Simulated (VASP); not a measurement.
An input for Quantum ESPRESSO's pw.x (written as the equivalent of a VASP run, and not itself run):

```
&CONTROL
  calculation = 'vc-relax'
  pseudo_dir = './pseudo'
  outdir = './out'
  tprnfor = .true.
  tstress = .true.
  nstep = 40
  forc_conv_thr = 0.00078
/
&SYSTEM
  ibrav = 0
  nat = 2
  ntyp = 2
  ecutwfc = 88
  occupations = 'smearing'
  smearing = 'gaussian'
  degauss = 0.003675
  input_dft = 'pbe'
/
&ELECTRONS
  conv_thr = 7.3e-08
  electron_maxstep = 100
/
&IONS
/
&CELL
/
ATOMIC_SPECIES
  Be 9.012 Be.upf
  S 32.060 S.upf
CELL_PARAMETERS angstrom
     0.0000000    2.4390733    2.4390733
     2.4390733    0.0000000    2.4390733
     2.4390733    2.4390733    0.0000000
ATOMIC_POSITIONS crystal
  Be   0.0000000  1.0000000  0.0000000
  S    0.2500000  0.2500000  0.2500000
K_POINTS automatic
  9 9 9 0 0 0
```

**Question.** Translate this input to VASP (INCAR, KPOINTS, POSCAR, choice of POTCAR).

**Answer.** One answer among several that fit: 
File KPOINTS:
```
Regular mesh
0
G
9 9 9
0 0 0
```

POSCAR:
```
BeS
1
    0.0000000000     2.4390732849     2.4390732849
    2.4390732849     0.0000000000     2.4390732849
    2.4390732849     2.4390732849     0.0000000000
Be S
1 1
Direct
  0.0000000000   1.0000000000   0.0000000000
  0.2500000000   0.2500000000   0.2500000000
```

### INCAR
```
# general
SYSTEM=BeS
PREC  =Accurate
ENCUT =500
LREAL =F
LASPH =T

# electronic loop
EDIFF =1E-6
NELM  =100
ALGO  =Normal

# smearing
ISMEAR=0
SIGMA =0.05

# functional
GGA   =PE

# ions
IBRION=2
NSW   =40
ISIF  =3
EDIFFG=-0.02

# output
LWAVE =F
LCHARG=F
```

POTCAR, in this order: Be S (PBE.64 set). Program: vasp_std.

Limits of the translation: the potentials are each code's own (VASP's PAW set, PseudoDojo norm-conserving files in pw.x), so ENCUT and ecutwfc are chosen apart and not converted; conv_thr bounds pw.x's estimated SCF error, while EDIFF bounds the energy change between steps; forc_conv_thr acts on force components and is met together with etot_conv_thr.

The compound is BeS in the zinc blende structure. It was relaxed first.
